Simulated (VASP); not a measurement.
All values below come from PW91 GGA, VASP's PBE PAW potentials (set 64) (plane waves; VASP).

A VASP calculation is set up with these files.

### POSCAR
```
Co
1.0
  1.2550000000  -2.1737240000   0.0000000000
  1.2550000000   2.1737240000   0.0000000000
  0.0000000000   0.0000000000   4.0700000000
Co
2
direct
  0.3333330000   0.6666670000   0.2500000000
  0.6666670000   0.3333330000   0.7500000000
```

**INCAR**
```
SYSTEM = Co
PREC = Accurate; ENCUT = 520; LREAL = .FALSE.
LASPH = .TRUE.
EDIFF = 1E-6; NELM = 100; ALGO = Normal
LMAXMIX = 4
ISMEAR = 1; SIGMA = 0.1
GGA = 91
ISPIN = 2; MAGMOM = 2*1.8
IBRION = 2; NSW = 60; ISIF = 3
EDIFFG = -0.01
LWAVE = .FALSE.; LCHARG = .FALSE.; LORBIT = 10
```

**KPOINTS**
```
Automatic mesh
0
gamma
 15 15 8
0 0 0
```

POTCAR, in this order: Co (PBE.64 set). Program: vasp_std.

The resulting files:

### OSZICAR
```
       N       E                     dE             d eps       ncg     rms          rms(c)
DAV:   1     0.811278464832E+02    0.81128E+02   -0.83678E+03  8196   0.158E+03
DAV:   2    -0.138463161272E+02   -0.94974E+02   -0.87938E+02  8149   0.256E+02
DAV:   3    -0.160391786630E+02   -0.21929E+01   -0.21341E+01  9661   0.555E+01
DAV:   4    -0.160720686943E+02   -0.32890E-01   -0.32881E-01 11917   0.518E+00
DAV:   5    -0.160723091406E+02   -0.24045E-03   -0.24043E-03  9810   0.428E-01    0.143E+01
DAV:   6    -0.144682708373E+02    0.16040E+01   -0.13848E+01  8632   0.752E+01    0.715E+00
DAV:   7    -0.140133222272E+02    0.45495E+00   -0.19999E+00  8989   0.278E+01    0.363E+00
DAV:   8    -0.139957979109E+02    0.17524E-01   -0.17766E-02 11358   0.151E+00    0.170E+00
DAV:   9    -0.139813287662E+02    0.14469E-01   -0.50880E-03 11546   0.127E+00    0.495E-01
DAV:  10    -0.139810074428E+02    0.32132E-03   -0.69364E-04 10853   0.352E-01    0.168E-01
DAV:  11    -0.139809051603E+02    0.10228E-03   -0.94340E-05 11538   0.150E-01    0.265E-02
DAV:  12    -0.139809004694E+02    0.46909E-05   -0.59447E-06  9021   0.275E-02    0.145E-02
DAV:  13    -0.139809008753E+02   -0.40599E-06   -0.15445E-06  5681   0.192E-02
   1 F= -.13980901E+02 E0= -.13981199E+02  d E =-.139809E+02  mag=     3.2337
       N       E                     dE             d eps       ncg     rms          rms(c)
DAV:   1    -0.145577530377E+02   -0.57685E+00   -0.65930E+00  8149   0.464E+01    0.620E+00
DAV:   2    -0.140976573284E+02    0.46010E+00   -0.26289E+00  8653   0.337E+01    0.383E+00
DAV:   3    -0.139954556620E+02    0.10220E+00   -0.31587E-01  8646   0.115E+01    0.163E+00
DAV:   4    -0.139876931210E+02    0.77625E-02   -0.40939E-03 11050   0.801E-01    0.573E-01
DAV:   5    -0.139807521646E+02    0.69410E-02   -0.14339E-03 12270   0.534E-01    0.136E-01
DAV:   6    -0.139806810378E+02    0.71127E-04   -0.24354E-04 10431   0.187E-01    0.542E-02
DAV:   7    -0.139806806287E+02    0.40908E-06   -0.17102E-05  9085   0.562E-02    0.226E-02
DAV:   8    -0.139806774657E+02    0.31630E-05   -0.73262E-07  5332   0.122E-02    0.292E-03
DAV:   9    -0.139806770107E+02    0.45502E-06   -0.17589E-07  4274   0.666E-03
   2 F= -.13980677E+02 E0= -.13981146E+02  d E =0.223865E-03  mag=     3.1475
       N       E                     dE             d eps       ncg     rms          rms(c)
DAV:   1    -0.141327337352E+02   -0.15206E+00   -0.16824E+00  8121   0.243E+01    0.301E+00
DAV:   2    -0.140222290336E+02    0.11050E+00   -0.68620E-01  8583   0.167E+01    0.191E+00
DAV:   3    -0.139937781898E+02    0.28451E-01   -0.83072E-02  8576   0.591E+00    0.819E-01
DAV:   4    -0.139918093970E+02    0.19688E-02   -0.94161E-04  9950   0.394E-01    0.305E-01
DAV:   5    -0.139899755779E+02    0.18338E-02   -0.49047E-04 12259   0.302E-01    0.524E-02
DAV:   6    -0.139899981948E+02   -0.22617E-04   -0.32838E-05  9629   0.709E-02    0.219E-02
DAV:   7    -0.139900008662E+02   -0.26714E-05   -0.52902E-06  9189   0.363E-02    0.146E-02
DAV:   8    -0.139900037089E+02   -0.28427E-05   -0.69498E-07  4353   0.102E-02    0.335E-03
DAV:   9    -0.139900040239E+02   -0.31498E-06   -0.65050E-08  4106   0.303E-03
   3 F= -.13990004E+02 E0= -.13990394E+02  d E =-.910315E-02  mag=     3.1932
       N       E                     dE             d eps       ncg     rms          rms(c)
DAV:   1    -0.139900596989E+02   -0.55990E-04   -0.67981E-04  8128   0.482E-01    0.614E-02
DAV:   2    -0.139900151468E+02    0.44552E-04   -0.27787E-04  8590   0.340E-01    0.393E-02
DAV:   3    -0.139900030687E+02    0.12078E-04   -0.34322E-05  8548   0.120E-01    0.164E-02
DAV:   4    -0.139900023697E+02    0.69908E-06   -0.34646E-07  4757   0.819E-03
   4 F= -.13990002E+02 E0= -.13990393E+02  d E =-.910149E-02  mag=     3.1923
       N       E                     dE             d eps       ncg     rms          rms(c)
DAV:   1    -0.139907352537E+02   -0.73218E-03   -0.21523E-02  8996   0.127E+00    0.161E-01
DAV:   2    -0.139902843820E+02    0.45087E-03   -0.35084E-04 10860   0.343E-01    0.832E-02
DAV:   3    -0.139901416213E+02    0.14276E-03   -0.19039E-04 10194   0.171E-01    0.372E-02
DAV:   4    -0.139901430273E+02   -0.14060E-05   -0.19797E-05  9636   0.710E-02    0.724E-03
DAV:   5    -0.139901420351E+02    0.99217E-06   -0.90429E-07  4590   0.182E-02
   5 F= -.13990142E+02 E0= -.13990521E+02  d E =-.139665E-03  mag=     3.1887
       N       E                     dE             d eps       ncg     rms          rms(c)
DAV:   1    -0.139901871243E+02   -0.44097E-04   -0.16432E-03  9010   0.348E-01    0.456E-02
DAV:   2    -0.139901517615E+02    0.35363E-04   -0.26551E-05 10709   0.940E-02    0.236E-02
DAV:   3    -0.139901404590E+02    0.11302E-04   -0.15247E-05 10135   0.468E-02    0.105E-02
DAV:   4    -0.139901404922E+02   -0.33238E-07   -0.14250E-06  5129   0.198E-02
   6 F= -.13990140E+02 E0= -.13990517E+02  d E =-.138123E-03  mag=     3.1878
       N       E                     dE             d eps       ncg     rms          rms(c)
DAV:   1    -0.139901461906E+02   -0.57316E-05   -0.14087E-04  9003   0.104E-01    0.127E-02
DAV:   2    -0.139901432720E+02    0.29186E-05   -0.18154E-06  6123   0.290E-02    0.631E-03
DAV:   3    -0.139901424269E+02    0.84508E-06   -0.17342E-06  5477   0.139E-02
   7 F= -.13990142E+02 E0= -.13990519E+02  d E =-.140057E-03  mag=     3.1881
```

**OUTCAR**
```
------------------------ aborting loop because EDIFF is reached ----------------------------------------
  FORCE on cell =-STRESS in cart. coord.  units (eV):
  Direction    XX          YY          ZZ          XY          YZ          ZX
  --------------------------------------------------------------------------------------
  Total       -0.0003457     -0.0003457      0.0127870      0.0000000      0.0000000      0.0000000
  in kB       -0.0255957     -0.0255957      0.9467382      0.0000000      0.0000000      0.0000000
  external PRESSURE =       0.2985156 kB  Pullay stress =       0.0000000 kB
  volume of cell :       21.64
      direct lattice vectors                 reciprocal lattice vectors
     1.246579269 -2.159138862 -0.000000000     0.401097638 -0.231573804  0.000000000
     1.246579269  2.159138862  0.000000000     0.401097638  0.231573804  0.000000000
    -0.000000000  0.000000000  4.019924441     0.000000000 -0.000000000  0.248760895
 POSITION                                       TOTAL-FORCE (eV/Angst)
 -----------------------------------------------------------------------------------
      1.24658      0.71971      1.00498        -0.000000     -0.000000      0.000000
      1.24658     -0.71971      3.01494         0.000000      0.000000      0.000000
 -----------------------------------------------------------------------------------
    total drift:                               -0.000023      0.000001     -0.000029
  FREE ENERGIE OF THE ION-ELECTRON SYSTEM (eV)
  ---------------------------------------------------
  free  energy   TOTEN  =       -13.9901424269 eV

  energy  without entropy=      -13.9912735457  energy(sigma->0) =      -13.99051947

 total charge

# of ion       s       p       d       tot
------------------------------------------
    1        0.488   0.518   7.280   8.286
    2        0.488   0.518   7.280   8.286
--------------------------------------------------
tot          0.977   1.035  14.559  16.571

 magnetization (x)

# of ion       s       p       d       tot
------------------------------------------
    1       -0.014  -0.047   1.670   1.609
    2       -0.014  -0.047   1.670   1.609
--------------------------------------------------
tot         -0.027  -0.095   3.340   3.218

 reached required accuracy - stopping structural energy minimisation
```
(Selected blocks of OUTCAR.)

CONTCAR:
```
Co
   1.00000000000000
     1.2465792694558389   -2.1591388620833314   -0.0000000000000000
     1.2465792694558389    2.1591388620833314    0.0000000000000000
    -0.0000000000000000    0.0000000000000000    4.0199244405640417
  Co
     2
Direct
     0.3333330000000032    0.6666669999999968    0.2500000000000000
     0.6666669999999968    0.3333330000000032    0.7500000000000000
```

Energy and stress use the plane-wave basis of the starting cell.

The compound is Co in the hcp structure. This run relaxes it. Symmetry was kept, so distortions that lower it aren't found.
